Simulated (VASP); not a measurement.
Data:

```
Be2C
1.0
    0.00000     2.14785     2.14785
    2.14785     0.00000     2.14785
    2.14785     2.14785     0.00000
Be C
2 1
Direct
  0.25000   0.25000   0.25000
  0.75000   0.75000   0.75000
  0.00000   0.00000   0.00000
```

Calculation: PBE GGA, VASP's PBE PAW potentials (set 64) (plane waves; VASP). Numerical set-up: 620 eV cut-off, 9×9×9 Γ-centred mesh, Gaussian smearing of 0.050 eV, potentials Be C.

Predict the energy per atom (σ→0), pressure.

| Item | Result |
|---|---|
| energy per atom (σ→0) | -5.817 eV/atom |
| pressure | 50.3 kbar |

Only differences to runs with the same potentials and settings are physical.

The compound is Be2C in the antifluorite structure. It was relaxed first under an external pressure of 5 GPa.
